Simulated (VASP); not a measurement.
# Which face does Tc expose?, part 4 of 5

Which face of Tc is cheapest, and which holds its electrons hardest?

VASP 6.6.1; PBEsol; plane waves and PAW (Tc).

So far. Step 4 (Surface relaxation, 8 atoms, face Tc(0001)): The run ended after 7 ionic steps, 0.298 eV below its first step, once the forces on the free atoms met EDIFFG = -0.03. Step 5 (Vacuum level and density of states, 8 atoms, face …): The vacuum level lies 4.77 eV above the Fermi level at the upper face; both faces agree, as the slab has next to no dipole.

### Step 6. Relaxing the slab, 12 atoms, face Tc(10-10)

System of this step: Tc(10-10). The cell holds 12 atoms: 12 Tc. Cell: a = 2.718 Å, b = 4.344 Å, c = 27.553 Å, α = 90.0°, β = 90.0°, γ = 90.0°. It derives from Tc. 12 layers of hcp Tc, cut at this functional's lattice. Vacuum lies along c.

INCAR reads:

```
SYSTEM = Tc
PREC = Normal
ENCUT = 320
EDIFF = 1E-05
NELM = 120
ISMEAR = 1
SIGMA = 0.15
LREAL = .FALSE.
ALGO = Fast
GGA = PS
NBANDS = 54
LASPH = .TRUE.
LORBIT = 11
LWAVE = .FALSE.
LCHARG = .FALSE.
KPAR = 4
IBRION = 2
NSW = 40
ISIF = 2
EDIFFG = -0.03
POTIM = 0.4
MAXMIX = 40
```

POSCAR reads:

```
Tc
1.0
    2.7178253313      0.0000000000      0.0000000000
    0.0000000000      4.3440897713      0.0000000000
    0.0000000000      0.0000000000     27.5530974931
Tc
12
Direct
    0.0000000000      0.0000000000      0.2722017000
    0.5000000000      0.0000000000      0.3576260600
    0.5000000000      0.5000000000      0.3006764900
    0.0000000000      0.0000000000      0.4430504300
    0.0000000000      0.5000000000      0.3861008500
    0.5000000000      0.0000000000      0.5284747900
    0.5000000000      0.5000000000      0.4715252100
    0.0000000000      0.0000000000      0.6138991500
    0.0000000000      0.5000000000      0.5569495700
    0.5000000000      0.0000000000      0.6993235100
    0.5000000000      0.5000000000      0.6423739400
    0.0000000000      0.5000000000      0.7277983000
```

KPOINTS reads:

```
Automatic mesh
0
Gamma
11 7 1
0 0 0
```

PAW data sets: Tc (PBE family, release 64).

Command:

```console
mpirun -np 4 vasp_std
```

What it wrote:

```text
[banner, memory and clock lines left out]
running    4 mpi-ranks, on    1 nodes
 distrk:  each k-point on    1 cores,    4 groups
 distr:  one band on    1 cores,    1 groups

 POSCAR found type information on POSCAR Tc
 POSCAR found :  1 types and      12 ions
 [... a notice as in an earlier step ...]

 LDA part: xc-table for (Slater+PW92), standard interpolation
 POSCAR, INCAR and KPOINTS ok, starting setup
 FFT: planning ... GRIDC
 FFT: planning ... GRID_SOFT
 FFT: planning ... GRID
 WAVECAR not read
 entering main loop
       N       E                     dE             d eps       ncg     rms          rms(c)
DAV:   1     0.326243884142E+03    0.32624E+03   -0.28466E+04  2624   0.904E+02
DAV:   2    -0.105921278093E+03   -0.43217E+03   -0.39984E+03  3164   0.223E+02
DAV:   3    -0.141261118606E+03   -0.35340E+02   -0.33382E+02  3960   0.551E+01
DAV:   4    -0.142885060349E+03   -0.16239E+01   -0.15778E+01  3800   0.118E+01
DAV:   5    -0.142959933318E+03   -0.74873E-01   -0.73815E-01  4136   0.234E+00    0.589E+01
RMM:   6    -0.184339727747E+03   -0.41380E+02   -0.17041E+02  3626   0.334E+01    0.327E+01
RMM:   7    -0.243086884237E+03   -0.58747E+02   -0.31174E+02  4010   0.482E+01    0.359E+01
RMM:   8    -0.151004096257E+03    0.92083E+02   -0.36823E+01  2687   0.184E+01    0.241E+01
RMM:   9    -0.143151027700E+03    0.78531E+01   -0.14086E+01  3352   0.856E+00    0.188E+01
RMM:  10    -0.134174755253E+03    0.89763E+01   -0.12092E+01  3146   0.787E+00    0.117E+01
RMM:  11    -0.132296208756E+03    0.18785E+01   -0.43299E+00  3463   0.469E+00    0.735E+00
RMM:  12    -0.132372849491E+03   -0.76641E-01   -0.12531E+00  3476   0.239E+00    0.654E+00
RMM:  13    -0.131774835249E+03    0.59801E+00   -0.52227E-01  3273   0.163E+00    0.499E+00
RMM:  14    -0.131241719896E+03    0.53312E+00   -0.88298E-01  3350   0.189E+00    0.268E+00
RMM:  15    -0.131116875528E+03    0.12484E+00   -0.37847E-01  3480   0.127E+00    0.143E+00
RMM:  16    -0.131077356308E+03    0.39519E-01   -0.20081E-01  3553   0.932E-01    0.612E-01
RMM:  17    -0.131084453050E+03   -0.70967E-02   -0.37219E-02  3065   0.526E-01    0.677E-01
RMM:  18    -0.131077579355E+03    0.68737E-02   -0.21450E-02  3371   0.314E-01    0.322E-01
RMM:  19    -0.131075379476E+03    0.21999E-02   -0.15203E-02  3320   0.260E-01    0.950E-02
RMM:  20    -0.131076008255E+03   -0.62878E-03   -0.57087E-03  3701   0.158E-01    0.108E-01
RMM:  21    -0.131075903873E+03    0.10438E-03   -0.60826E-04  2878   0.789E-02    0.424E-02
RMM:  22    -0.131076035686E+03   -0.13181E-03   -0.67868E-04  3144   0.604E-02    0.498E-02
RMM:  23    -0.131076041780E+03   -0.60941E-05   -0.22956E-04  2876   0.411E-02    0.230E-02
RMM:  24    -0.131076058828E+03   -0.17048E-04   -0.68898E-05  2232   0.195E-02    0.156E-02
RMM:  25    -0.131076112109E+03   -0.53281E-04   -0.20812E-05  1699   0.122E-02    0.873E-03
RMM:  26    -0.131076139791E+03   -0.27682E-04   -0.17387E-05  1690   0.106E-02    0.745E-03
RMM:  27    -0.131076194922E+03   -0.55131E-04   -0.81013E-06  1558   0.781E-03    0.573E-03
RMM:  28    -0.131076225839E+03   -0.30916E-04   -0.63608E-06  1521   0.699E-03    0.821E-03
RMM:  29    -0.131076232258E+03   -0.64190E-05   -0.22772E-06  1418   0.476E-03
   1 F= -.13107623E+03 E0= -.13107541E+03  d E =-.131076E+03
 curvature:   0.00 expect dE= 0.000E+00 dE for cont linesearch  0.000E+00
 trial: gam= 0.00000 g(F)=  0.179E+00 g(S)=  0.000E+00 ort = 0.000E+00 (trialstep = 0.100E+01)
 search vector abs. value=  0.179E+00
 bond charge predicted
       N       E                     dE             d eps       ncg     rms          rms(c)
DAV:   1    -0.131195593111E+03   -0.11937E+00   -0.21688E+01  2640   0.148E+01    0.128E+00
RMM:   2    -0.131260943810E+03   -0.65351E-01   -0.39467E-01  2704   0.256E+00    0.172E+00
RMM:   3    -0.131216295652E+03    0.44648E-01   -0.10023E-01  2986   0.101E+00    0.675E-01
RMM:   4    -0.131207286774E+03    0.90089E-02   -0.22555E-02  2973   0.459E-01    0.249E-01
RMM:   5    -0.131207864288E+03   -0.57751E-03   -0.12716E-02  3250   0.274E-01    0.160E-01
RMM:   6    -0.131208557828E+03   -0.69354E-03   -0.22454E-03  3146   0.131E-01    0.878E-02
RMM:   7    -0.131208760377E+03   -0.20255E-03   -0.99747E-04  3503   0.644E-02    0.731E-02
RMM:   8    -0.131208655368E+03    0.10501E-03   -0.27066E-04  2902   0.423E-02    0.283E-02
RMM:   9    -0.131208653019E+03    0.23493E-05   -0.14944E-04  2816   0.251E-02    0.139E-02
RMM:  10    -0.131208653561E+03   -0.54208E-06   -0.20689E-05  1663   0.136E-02
   2 F= -.13120865E+03 E0= -.13120841E+03  d E =-.132421E+00
[... from here on, the cycles between the ionic steps are left out ...]
   3 F= -.13123766E+03 E0= -.13123815E+03  d E =-.161424E+00
   4 F= -.13124459E+03 E0= -.13124491E+03  d E =-.692883E-02
   5 F= -.13124742E+03 E0= -.13124755E+03  d E =-.976138E-02
   6 F= -.13124871E+03 E0= -.13124867E+03  d E =-.129489E-02
   7 F= -.13125089E+03 E0= -.13125034E+03  d E =-.347080E-02
   8 F= -.13125109E+03 E0= -.13125035E+03  d E =-.367539E-02
   9 F= -.13125212E+03 E0= -.13125134E+03  d E =-.102463E-02
 trial-energy change:   -0.001025  1 .order   -0.000988   -0.001301   -0.000676
 step:   3.3177(harm=  3.3177)  dis= 0.01363  next Energy=  -131.252447 (dE=-0.135E-02)
 bond charge predicted
       N       E                     dE             d eps       ncg     rms          rms(c)
DAV:   1    -0.131252293499E+03   -0.17250E-03   -0.61270E-01  2604   0.251E+00    0.151E-01
RMM:   2    -0.131252335577E+03   -0.42078E-04   -0.50342E-03  2611   0.390E-01    0.355E-02
RMM:   3    -0.131252479115E+03   -0.14354E-03   -0.13151E-03  3140   0.150E-01    0.332E-02
RMM:   4    -0.131252502017E+03   -0.22903E-04   -0.31122E-04  3307   0.527E-02    0.298E-02
RMM:   5    -0.131252502008E+03    0.91677E-08   -0.28983E-05  1736   0.163E-02
  10 F= -.13125250E+03 E0= -.13125172E+03  d E =-.140871E-02
 curvature:  -3.62 expect dE=-0.456E-03 dE for cont linesearch -0.637E-07
 trial: gam= 0.12497 g(F)=  0.126E-03 g(S)=  0.000E+00 ort = 0.560E-05 (trialstep = 0.194E+01)
 search vector abs. value=  0.155E-03
 reached required accuracy - stopping structural energy minimisation
```

Run time: 3.5 min. Hardware: 4 MPI ranks of Intel Xeon 6975P-C (Granite Rapids), shared host; peak memory 1.1 GiB; 14 min of CPU time.

OUTCAR, selected parts (step 6):

```text
   k-points           NKPTS =     24   k-points in BZ     NKDIM =     24   number of bands    NBANDS=     54

   ENCUT  =  320.0 eV  23.52 Ry    4.85 a.u.   3.96  6.34 40.19*2*pi/ulx,y,z

   NELECT =      84.0000    total number of electrons

 E-fermi :   4.7722

 k-point     1 :       0.0000    0.0000    0.0000
  band No.  band energies     occupation
    ...
     44       4.3326      2.00027
     45       4.4327      2.00623
     46       4.7047      1.68311
     47       4.7292      1.46422
     48       4.8168      0.52093
     49       4.9292     -0.05858
     50       4.9868     -0.06120
     51       5.1336     -0.00345
     52       5.8588     -0.00000
     53       5.9212     -0.00000
    ...

  Total       -4.6980077     -7.9101178     -0.5934228      0.0000000      0.0000000      0.0000000
  in kB      -23.1384118    -38.9585486     -2.9226985      0.0000000      0.0000000      0.0000000
  external PRESSURE =     -21.6732197 kB  Pullay stress =       0.0000000 kB

 POSITION                                       TOTAL-FORCE (eV/Angst)
 -----------------------------------------------------------------------------------
      0.00000      0.00000      7.62229         0.000000      0.000000     -0.023288
      1.35891      0.00000      9.83506         0.000000      0.000000      0.023137
      1.35891      2.17204      8.30712         0.000000      0.000000      0.015930
      0.00000      0.00000     12.21765         0.000000      0.000000     -0.011512
      0.00000      2.17204     10.61873         0.000000      0.000000      0.002213
      1.35891      0.00000     14.57196         0.000000      0.000000     -0.012645
      1.35891      2.17204     12.98113         0.000000      0.000000      0.012645
      0.00000      0.00000     16.93436         0.000000      0.000000     -0.002213
      0.00000      2.17204     15.33544         0.000000      0.000000      0.011512
      1.35891      0.00000     19.24598         0.000000      0.000000     -0.015930
      1.35891      2.17204     17.71804         0.000000      0.000000     -0.023137
      0.00000      2.17204     19.93081         0.000000      0.000000      0.023288
 -----------------------------------------------------------------------------------
    total drift:                                0.000000     -0.000000      0.000000

  FREE ENERGIE OF THE ION-ELECTRON SYSTEM (eV)
  ---------------------------------------------------
  free  energy   TOTEN  =      -131.2525020081 eV

  energy  without entropy=     -131.2501456518  energy(sigma->0) =     -131.25171656

[... 1 part as in an earlier step ...]

[... 15 further parts left out ...]
```

The run keeps the 8 symmetry operations of its start, so it cannot find a distortion of lower symmetry.

The steps of the relaxation:

```tsv
step	energy less that of the first step (eV)	largest force (eV/Å)
1	0.0000	1.1642
2	-0.1324	0.6176
3	-0.1614	0.2238
4	-0.1684	0.1395
5	-0.1712	0.0734
6	-0.1725	0.0515
7	-0.1747	0.0714
8	-0.1749	0.0892
9	-0.1759	0.0534
10	-0.1763	0.0233
```

The atoms that moved most (Å):

```tsv
atom	dx	dy	dz	length
Tc12	0.000	0.000	-0.122	0.122
Tc1	0.000	0.000	0.122	0.122
Tc10	0.000	0.000	-0.023	0.023
Tc3	0.000	0.000	0.023	0.023
Tc8	0.000	0.000	0.020	0.020
Tc5	0.000	0.000	-0.020	0.020
Tc2	0.000	0.000	-0.019	0.019
Tc11	0.000	0.000	0.019	0.019
```

The relaxed structure:

```xyz
12
Lattice="2.7178 0.0000 0.0000 0.0000 4.3441 0.0000 0.0000 0.0000 27.5531" Properties=species:S:1:pos:R:3
Tc    0.0000    0.0000    7.6223
Tc    1.3589    0.0000    9.8351
Tc    1.3589    2.1720    8.3071
Tc    0.0000    0.0000   12.2177
Tc    0.0000    2.1720   10.6187
Tc    1.3589    0.0000   14.5720
Tc    1.3589    2.1720   12.9811
Tc    0.0000    0.0000   16.9344
Tc    0.0000    2.1720   15.3354
Tc    1.3589    0.0000   19.2460
Tc    1.3589    2.1720   17.7180
Tc    0.0000    2.1720   19.9308
```

Numbers from this step:

| Quantity | Value |
| --- | --- |
| electronic cycles | 93 |
| electrons | 84 |
| free energy (TOTEN) | -131.2525 eV |
| energy at zero smearing | -131.2517 eV |
| Fermi energy | 4.772 eV |

The run ended after 10 ionic steps, 0.176 eV below its first step, once the forces on the free atoms met EDIFFG = -0.03.

[end of part 4 of 5]

[Lines on the potential files, build, host, timing and source positions are cut from VASP's logs without a mark.]

[Logs are printed without paths, hosts, clocks, repeated set-up lines and the standing remarks that a program may print on its own settings, such as how far it seeks lower states.]

[Hosts, paths, dates, database ids (printed as entryN), source tags and the programs' standing remarks are cut or masked in the printed files.]

[Runs that stopped without an error message from VASP are left out.]
